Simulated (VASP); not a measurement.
```
W
1.0
   -1.57117     1.57117     1.57117
    1.57117    -1.57117     1.57117
    1.57117     1.57117    -1.57117
W
1
Direct
  0.00000   0.00000   0.00000
```

Method: LDA (Ceperley-Alder, Perdew-Zunger), VASP's LDA PAW potentials (set 64) (plane waves; VASP). Numerical set-up: 520 eV cut-off, Gaussian smearing of 0.050 eV, potentials W_sv.

Unless said otherwise, spin-orbit coupling is left out, though it shifts the bands of the heavy elements here.

Q: Estimate the band gap (along the path) with the smallest direct gap where there is one.

A: 
- band gap (along the path) = none (metal, semimetal or under 0.01 eV)

The absolute energy has meaning only against runs of the same code, potentials and settings.

The compound is W in the bcc structure. It was relaxed first.
